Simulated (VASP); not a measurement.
OSZICAR of a VASP run on SrPd2 (space group Fd-3m):

**OSZICAR**
```
       N       E                     dE             d eps       ncg     rms          rms(c)
DAV:   1     0.277309097201E+03    0.27731E+03   -0.21990E+04  1440   0.104E+03
DAV:   2    -0.137074074823E+02   -0.29102E+03   -0.28041E+03  1572   0.284E+02
DAV:   3    -0.320615658944E+02   -0.18354E+02   -0.18053E+02  2260   0.555E+01
DAV:   4    -0.326563117230E+02   -0.59475E+00   -0.59257E+00  1960   0.922E+00
DAV:   5    -0.326703105474E+02   -0.13999E-01   -0.13995E-01  2020   0.127E+00    0.374E+01
DAV:   6    -0.318638380055E+02    0.80647E+00   -0.11839E+01  1788   0.183E+01    0.117E+01
DAV:   7    -0.313907223877E+02    0.47312E+00   -0.42837E+00  1664   0.105E+01    0.129E+01
DAV:   8    -0.312565820077E+02    0.13414E+00   -0.53578E-01  2120   0.409E+00    0.224E+00
DAV:   9    -0.312515782277E+02    0.50038E-02   -0.21821E-02  1820   0.703E-01    0.854E-01
DAV:  10    -0.312505796789E+02    0.99855E-03   -0.74992E-03  1656   0.355E-01    0.116E-01
DAV:  11    -0.312506604592E+02   -0.80780E-04   -0.60673E-04  2092   0.874E-02    0.747E-02
DAV:  12    -0.312506543055E+02    0.61536E-05   -0.32629E-05  1700   0.296E-02    0.359E-02
DAV:  13    -0.312506528808E+02    0.14247E-05   -0.13644E-05  1740   0.163E-02    0.287E-03
DAV:  14    -0.312506528143E+02    0.66513E-07   -0.78103E-07   948   0.412E-03
   1 F= -.31250653E+02 E0= -.31237268E+02  d E =-.267697E-01
       N       E                     dE             ncg
       N       E                     dE             ncg
       N       E                     dE             ncg
```

**Question.** Which electronic solver shows in the log?

**Answer.** It is blocked Davidson (ALGO = Normal, or the opening steps of other solvers). The INCAR had ALGO = Normal.

**Question.** Can the final energy be trusted as converged?

**Answer.** Self-consistency was reached. It stopped with EDIFF = 1E-6, NELM = 100 (PBEsol GGA, plane waves, VASP's PBE PAW potentials (set 64)).

The structure comes from a computed database's SrPd2 entry (Fd-3m); how it stands against other phases isn't given here. The cell was not relaxed at this level.
